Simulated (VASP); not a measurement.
# BaZrO3: the relaxed cell at several levels, part 2 of 3

Aim: relax BaZrO3 at several levels and hold each cell against experiment. The start is a cell from a database of measured crystal structures.

VASP 6.6.1, plane waves and PAW; the level of theory is named at each step.

So far. Step 2 (Relaxation with PBE): It ends with forces that vanish by symmetry and a pressure of -0.02 GPa. The volume lies +3.2 % from that of the database's start. The conventional cell has a = 4.236 Å.

### 3. Relaxation with LDA

This step: LDA; plane waves and PAW (Ba_sv, Zr_sv, O) (VASP 6.6.1).

LDA, the lowest rung, knows the local density alone.

Contents of INCAR:

```
SYSTEM = BaZrO3
PREC = Accurate
ENCUT = 560
EDIFF = 1E-06
NELM = 100
ISMEAR = -1
SIGMA = 0.05
LREAL = .FALSE.
ALGO = Normal
GGA = CA
NBANDS = 26
LASPH = .TRUE.
LORBIT = 11
LWAVE = .FALSE.
LCHARG = .FALSE.
KPAR = 2
IBRION = 2
NSW = 60
ISIF = 3
EDIFFG = -0.01
```

Contents of POSCAR:

```
BaZrO3
1.0
    4.1913400000      0.0000000000      0.0000000000
    0.0000000000      4.1913400000      0.0000000000
    0.0000000000      0.0000000000      4.1913400000
Ba Zr O
1 1 3
Direct
    0.0000000000      0.0000000000      0.0000000000
    0.5000000000      0.5000000000      0.5000000000
    0.0000000000      0.5000000000      0.5000000000
    0.5000000000      0.0000000000      0.5000000000
    0.5000000000      0.5000000000      0.0000000000
```

Contents of KPOINTS:

```
Automatic mesh
0
Gamma
5 5 5
0 0 0
```

Potentials, in the order of the species: Ba_sv, Zr_sv and O (PBE family, release 64).

Command:

```sh
$ mpirun -np 2 vasp_std
```

What it wrote:

```text
[banner, memory and clock lines left out]
running    2 mpi-ranks, on    1 nodes
 distrk:  each k-point on    1 cores,    2 groups
 distr:  one band on    1 cores,    1 groups

 POSCAR found type information on POSCAR BaZrO
 POSCAR found :  3 types and       5 ions
|                                                                             |
|               ----> ADVICE to this user running VASP <----                  |
|                                                                             |
|     You enforced a specific xc type in the INCAR file but a different       |
|     [... a line on the potential file left out ...]
|     I HOPE YOU KNOW WHAT YOU ARE DOING!                                     |
|                                                                             |

 LDA part: xc-table for (Slater(with rela. corr.)+CA(PZ))
 , standard interpolation
 POSCAR, INCAR and KPOINTS ok, starting setup
 FFT: planning ... GRIDC
 FFT: planning ... GRID_SOFT
 FFT: planning ... GRID
 WAVECAR not read
 entering main loop
       N       E                     dE             d eps       ncg     rms          rms(c)
DAV:   1     0.317147671796E+03    0.31715E+03   -0.22880E+04   520   0.160E+03
DAV:   2    -0.316959541141E+02   -0.34884E+03   -0.33960E+03   648   0.378E+02
DAV:   3    -0.522478172001E+02   -0.20552E+02   -0.20479E+02   792   0.876E+01
DAV:   4    -0.529399625211E+02   -0.69215E+00   -0.69139E+00   734   0.121E+01
DAV:   5    -0.529507011379E+02   -0.10739E-01   -0.10738E-01   732   0.125E+00    0.295E+01
DAV:   6    -0.461593030070E+02    0.67914E+01   -0.38379E+01   592   0.392E+01    0.139E+01
DAV:   7    -0.459677406210E+02    0.19156E+00   -0.30632E+00   708   0.998E+00    0.831E+00
DAV:   8    -0.458960646999E+02    0.71676E-01   -0.34602E-01   680   0.448E+00    0.678E-01
DAV:   9    -0.458927722342E+02    0.32925E-02   -0.45754E-02   746   0.128E+00    0.533E-01
DAV:  10    -0.458927452515E+02    0.26983E-04   -0.12631E-02   696   0.939E-01    0.240E-01
DAV:  11    -0.458924142668E+02    0.33098E-03   -0.20985E-03   658   0.401E-01    0.270E-02
DAV:  12    -0.458924156615E+02   -0.13948E-05   -0.10631E-04   718   0.708E-02    0.235E-02
DAV:  13    -0.458924133450E+02    0.23165E-05   -0.99508E-06   668   0.211E-02    0.309E-03
DAV:  14    -0.458924133627E+02   -0.17641E-07   -0.74113E-07   362   0.770E-03
   1 F= -.45892413E+02 E0= -.45892413E+02  d E =-.458924E+02
 curvature:   0.00 expect dE= 0.000E+00 dE for cont linesearch  0.000E+00
 trial: gam= 0.00000 g(F)=  0.000E+00 g(S)=  0.813E-01 ort = 0.000E+00 (trialstep = 0.100E+01)
 search vector abs. value=  0.813E-01
 bond charge predicted
       N       E                     dE             d eps       ncg     rms          rms(c)
DAV:   1    -0.464699700055E+02   -0.57756E+00   -0.17877E+01   536   0.341E+01    0.865E+00
DAV:   2    -0.459770424762E+02    0.49293E+00   -0.21088E+00   556   0.926E+00    0.308E+00
DAV:   3    -0.458812863550E+02    0.95756E-01   -0.29961E-01   702   0.419E+00    0.690E-01
DAV:   4    -0.458768235280E+02    0.44628E-02   -0.76716E-02   820   0.133E+00    0.629E-01
DAV:   5    -0.458798879815E+02   -0.30645E-02   -0.30935E-03   776   0.344E-01    0.312E-01
DAV:   6    -0.458820166222E+02   -0.21286E-02   -0.52373E-03   784   0.342E-01    0.628E-02
DAV:   7    -0.458821044313E+02   -0.87809E-04   -0.18137E-04   696   0.842E-02    0.246E-02
DAV:   8    -0.458821171746E+02   -0.12743E-04   -0.47399E-05   748   0.386E-02    0.557E-03
DAV:   9    -0.458821169363E+02    0.23836E-06   -0.28545E-06   468   0.893E-03
   2 F= -.45882117E+02 E0= -.45882117E+02  d E =0.102964E-01
 trial-energy change:    0.010296  1 .order    0.011980   -0.081281    0.105240
 step:   0.4492(harm=  0.4358)  dis= 0.00000  next Energy=   -45.910820 (dE=-0.184E-01)
 bond charge predicted
       N       E                     dE             d eps       ncg     rms          rms(c)
DAV:   1    -0.460838102685E+02   -0.20169E+00   -0.53326E+00   538   0.187E+01    0.467E+00
DAV:   2    -0.459423934013E+02    0.14142E+00   -0.66446E-01   596   0.513E+00    0.174E+00
DAV:   3    -0.459112336200E+02    0.31160E-01   -0.88760E-02   680   0.225E+00    0.420E-01
DAV:   4    -0.459092948631E+02    0.19388E-02   -0.32232E-02   808   0.889E-01    0.340E-01
DAV:   5    -0.459101646330E+02   -0.86977E-03   -0.10807E-03   694   0.194E-01    0.197E-01
DAV:   6    -0.459109712100E+02   -0.80658E-03   -0.19547E-03   816   0.231E-01    0.237E-02
DAV:   7    -0.459109825010E+02   -0.11291E-04   -0.12815E-04   646   0.659E-02    0.204E-02
DAV:   8    -0.459109914868E+02   -0.89858E-05   -0.26789E-05   726   0.314E-02    0.475E-03
DAV:   9    -0.459109912757E+02    0.21114E-06   -0.19219E-06   434   0.802E-03
   3 F= -.45910991E+02 E0= -.45910991E+02  d E =-.185779E-01
 curvature:  -0.22 expect dE=-0.115E-05 dE for cont linesearch -0.115E-05
 trial: gam=-0.00798 g(F)=  0.166E-64 g(S)=  0.526E-05 ort = 0.654E-03 (trialstep = 0.890E+00)
 search vector abs. value=  0.440E-09
 reached required accuracy - stopping structural energy minimisation
```

Elapsed: 15 s, on 2 MPI ranks of Intel Xeon Platinum 8488C (Sapphire Rapids), shared host; peak memory 0.33 GiB; 30 s of CPU time.

OUTCAR, selected parts (step 3):

```text
The static configuration has the point symmetry O_h .

 Found     10 irreducible k-points:

   NELECT =      40.0000    total number of electrons

 E-fermi :   4.6251

 k-point     1 :       0.0000    0.0000    0.0000
  band No.  band energies     occupation
    ...
     16       2.5447      2.00000
     17       2.5447      2.00000
     18       3.3921      2.00000
     19       3.3921      2.00000
     20       3.3921      2.00000
     21       6.6955      0.00000
     22       6.6955      0.00000
     23       6.6955      0.00000
     24       8.1202      0.00000
     25       8.1202      0.00000
    ...

 k-point     2 :       0.2000    0.0000    0.0000
  band No.  band energies     occupation
    ...
     16       2.1977      2.00000
     17       2.2504      2.00000
     18       2.5141      2.00000
     19       3.2816      2.00000
     20       3.2816      2.00000
     21       6.8396      0.00000
     22       7.5828      0.00000
     23       7.5828      0.00000
     24       8.7537      0.00000
     25       8.7800      0.00000
    ...

  Total       -0.0134781     -0.0134781     -0.0134781      0.0000000      0.0000000     -0.0000000
  in kB       -0.2997626     -0.2997626     -0.2997626      0.0000000      0.0000000     -0.0000000
  external PRESSURE =      -0.2997626 kB  Pullay stress =       0.0000000 kB

  energy-cutoff  :      560.00
  volume of cell :       72.04
      direct lattice vectors                 reciprocal lattice vectors
     4.160901132 -0.000000000  0.000000000     0.240332555 -0.000000000  0.000000000
     0.000000000  4.160901132  0.000000000     0.000000000  0.240332555  0.000000000
    -0.000000000 -0.000000000  4.160901132    -0.000000000 -0.000000000  0.240332555

 POSITION                                       TOTAL-FORCE (eV/Angst)
 -----------------------------------------------------------------------------------
      0.00000      0.00000      0.00000         0.000000      0.000000      0.000000
      2.08045      2.08045      2.08045        -0.000000     -0.000000      0.000000
      0.00000      2.08045      2.08045        -0.000000     -0.000000      0.000000
      2.08045     -0.00000      2.08045         0.000000     -0.000000      0.000000
      2.08045      2.08045      0.00000         0.000000      0.000000      0.000000
 -----------------------------------------------------------------------------------
    total drift:                                0.000000     -0.000000     -0.000000

  FREE ENERGIE OF THE ION-ELECTRON SYSTEM (eV)
  ---------------------------------------------------
  free  energy   TOTEN  =       -45.9109912757 eV

  energy  without entropy=      -45.9109912757  energy(sigma->0) =      -45.91099128

 total charge
# of ion       s       p       d       tot
------------------------------------------
    1        1.996   5.602   0.289   7.888
    2        2.211   6.094   1.485   9.789
    3        1.547   3.472   0.000   5.019
    4        1.547   3.472   0.000   5.019
    5        1.547   3.472   0.000   5.019
--------------------------------------------------
tot          8.847  22.111   1.774  32.732

[... 8 parts as in an earlier step ...]

[... 5 further parts left out ...]
```

CONTCAR:

```
BaZrO3
   1.00000000000000
     4.1609011317549438   -0.0000000000000000    0.0000000000000000
     0.0000000000000000    4.1609011317549438    0.0000000000000000
    -0.0000000000000000   -0.0000000000000000    4.1609011317549438
  Ba              Zr              O
     1     1     3
Direct
     0.0000000000000000    0.0000000000000000    0.0000000000000000
     0.5000000000000000    0.5000000000000000    0.5000000000000000
     0.0000000000000000    0.5000000000000000    0.5000000000000000
     0.5000000000000000    0.0000000000000000    0.5000000000000000
     0.5000000000000000    0.5000000000000000    0.0000000000000000
```

The PAW data sets were made with PBE, though LDA sets exist; this is a small mismatch.

Step by step:

```tsv
step	energy less that of the first step (eV)	largest force (eV/Å)	pressure (GPa)	volume (Å³)
1	0.0000	0.0000	-3.65	73.63
2	0.0103	0.0000	4.96	70.12
3	-0.0186	0.0000	-0.03	72.04
```

```tsv
conventional cell, symmetrised	before	after	change
a (Å)	4.191	4.161	-0.7 %
b (Å)	4.191	4.161	-0.7 %
c (Å)	4.191	4.161	-0.7 %
volume (Å³/atom)	14.73	14.41	-2.2 %
```

Final coordinates:

```
Ba Zr O
1.0
     4.16090    0.00000    0.00000
     0.00000    4.16090    0.00000
     0.00000    0.00000    4.16090
Ba Zr O
1 1 3
Direct
  0.00000 0.00000 0.00000
  0.50000 0.50000 0.50000
  0.00000 0.50000 0.50000
  0.50000 0.00000 0.50000
  0.50000 0.50000 0.00000
```

This step gave:

* free energy (TOTEN): -45.91 eV
* Fermi energy: 4.625 eV
* pressure: -0.02998 GPa
* SCF cycles over all ionic steps: 32
* gap on the k-mesh: 3.225 eV
* least direct gap on the k-mesh: 3.303 eV

It ends at 14.41 Å³/atom, -2.2 % from the start, with -0.03 GPa left. The conventional cell has a = 4.161 Å.

### 4. Relaxation with r2SCAN

This step: r2SCAN; plane waves and PAW (Ba_sv, Zr_sv, O) (VASP 6.6.1).

r2SCAN adds the kinetic-energy density, costs more than a GGA and is run with LASPH.

INCAR, as its differences from that of step 3:

```diff
@@ -9,5 +9,5 @@
 ALGO = Normal
-GGA = CA
+METAGGA = R2SCAN
+LASPH = .TRUE.
 NBANDS = 26
-LASPH = .TRUE.
 LORBIT = 11
```

POSCAR is that of step 3.

KPOINTS is that of step 3.

Command:

```sh
$ mpirun -np 2 vasp_std
```

What it wrote:

```text
[banner, memory and clock lines left out]
running    2 mpi-ranks, on    1 nodes
[...]
[... a notice as in an earlier step ...]

 LDA part: xc-table for (None), standard interpolation
 POSCAR, INCAR and KPOINTS ok, starting setup
[...]
entering main loop
       N       E                     dE             d eps       ncg     rms          rms(c)
DAV:   1     0.276704211386E+03    0.27670E+03   -0.23496E+04   520   0.164E+03
DAV:   2    -0.839659895469E+02   -0.36067E+03   -0.35087E+03   648   0.391E+02
DAV:   3    -0.106379839875E+03   -0.22414E+02   -0.22332E+02   836   0.905E+01
DAV:   4    -0.107190728089E+03   -0.81089E+00   -0.80947E+00   732   0.125E+01
[...]
DAV:  12    -0.850977414388E+02    0.42849E-03   -0.15444E-03   586   0.236E-01    0.474E-02
DAV:  13    -0.850977150151E+02    0.26424E-04   -0.17334E-04   662   0.719E-02    0.740E-03
DAV:  14    -0.850977158998E+02   -0.88467E-06   -0.79344E-06   696   0.183E-02
   1 F= -.85097716E+02 E0= -.85097716E+02  d E =-.850977E+02
[...]
2 F= -.85092971E+02 E0= -.85092971E+02  d E =0.474469E-02
 trial-energy change:    0.004745  1 .order    0.003956   -0.043563    0.051475
 step:   0.4461(harm=  0.4584)  dis= 0.00000  next Energy=   -85.107362 (dE=-0.965E-02)
[...]
N       E                     dE             d eps       ncg     rms          rms(c)
DAV:   1    -0.851875279353E+02   -0.94557E-01   -0.27665E+00   536   0.136E+01    0.293E+00
DAV:   2    -0.851213861289E+02    0.66142E-01   -0.29766E-01   582   0.351E+00    0.111E+00
DAV:   3    -0.851076146847E+02    0.13771E-01   -0.29467E-02   688   0.135E+00    0.252E-01
DAV:   4    -0.851066595859E+02    0.95510E-03   -0.94771E-03   888   0.543E-01    0.220E-01
DAV:   5    -0.851070259592E+02   -0.36637E-03   -0.44994E-04   744   0.143E-01    0.787E-02
DAV:   6    -0.851072197604E+02   -0.19380E-03   -0.54245E-04   752   0.111E-01    0.205E-02
DAV:   7    -0.851072306194E+02   -0.10859E-04   -0.14297E-05   652   0.262E-02    0.107E-02
DAV:   8    -0.851072369187E+02   -0.62993E-05   -0.32856E-06   514   0.121E-02    0.156E-03
DAV:   9    -0.851072368207E+02    0.97975E-07   -0.28065E-07   298   0.412E-03
   3 F= -.85107237E+02 E0= -.85107237E+02  d E =-.952092E-02
[...]
reached required accuracy - stopping structural energy minimisation
```

The job ended after 70 s (2 MPI ranks; peak memory 0.39 GiB).

OUTCAR, selected parts (step 4):

```text
  Total       -0.0020518     -0.0020518     -0.0020518      0.0000000     -0.0000000      0.0000000
  in kB       -0.0439457     -0.0439457     -0.0439457      0.0000000     -0.0000000      0.0000000
  external PRESSURE =      -0.0439457 kB  Pullay stress =       0.0000000 kB

 POSITION                                       TOTAL-FORCE (eV/Angst)
 -----------------------------------------------------------------------------------
      0.00000      0.00000      0.00000        -0.000000     -0.000000      0.000000
      2.10674      2.10674      2.10674         0.000000      0.000000      0.000000
     -0.00000      2.10674      2.10674         0.000000      0.000000      0.000000
      2.10674      0.00000      2.10674        -0.000000      0.000000      0.000000
      2.10674      2.10674      0.00000        -0.000000     -0.000000      0.000000
 -----------------------------------------------------------------------------------
    total drift:                                0.000000     -0.000000     -0.000000

  FREE ENERGIE OF THE ION-ELECTRON SYSTEM (eV)
  ---------------------------------------------------
  free  energy   TOTEN  =       -85.1072368207 eV

  energy  without entropy=      -85.1072368206  energy(sigma->0) =      -85.10723682

[... 2 parts as in an earlier step ...]

[... 2 further parts left out ...]
[key lines of the parts left out:]
E-fermi :   4.3815
```

The PAW data sets were made with PBE, which is usual practice but a small mismatch for other functionals.

Relaxation path:

```tsv
step	energy less that of the first step (eV)	largest force (eV/Å)	pressure (GPa)	volume (Å³)
1	0.0000	0.0000	2.67	73.63
2	0.0047	0.0000	-3.04	76.28
3	-0.0095	0.0000	0.00	74.80
```

```tsv
conventional cell, symmetrised	before	after	change
a (Å)	4.191	4.213	+0.5 %
b (Å)	4.191	4.213	+0.5 %
c (Å)	4.191	4.213	+0.5 %
volume (Å³/atom)	14.73	14.96	+1.6 %
```

Final coordinates:

```
Ba Zr O
1.0
     4.21347    0.00000    0.00000
     0.00000    4.21347    0.00000
     0.00000    0.00000    4.21347
Ba Zr O
1 1 3
Direct
  0.00000 0.00000 0.00000
  0.50000 0.50000 0.50000
  0.00000 0.50000 0.50000
  0.50000 0.00000 0.50000
  0.50000 0.50000 0.00000
```

It ends at 14.96 Å³/atom, +1.6 % from the start, with 0.00 GPa left. The conventional cell has a = 4.213 Å.

(Continued in part 3 of 3.)

[Lines on the potential files, build, host, timing and source positions are cut from VASP's logs without a mark.]

[Logs are printed without paths, hosts, clocks, repeated set-up lines and the standing remarks that a program may print on its own settings, such as how far it seeks lower states.]

[Hosts, paths, dates, database ids (printed as entryN), source tags and the programs' standing remarks are cut or masked in the printed files.]

[A measured line is paired with the nearest computed mode of its activity, which favours agreement.]
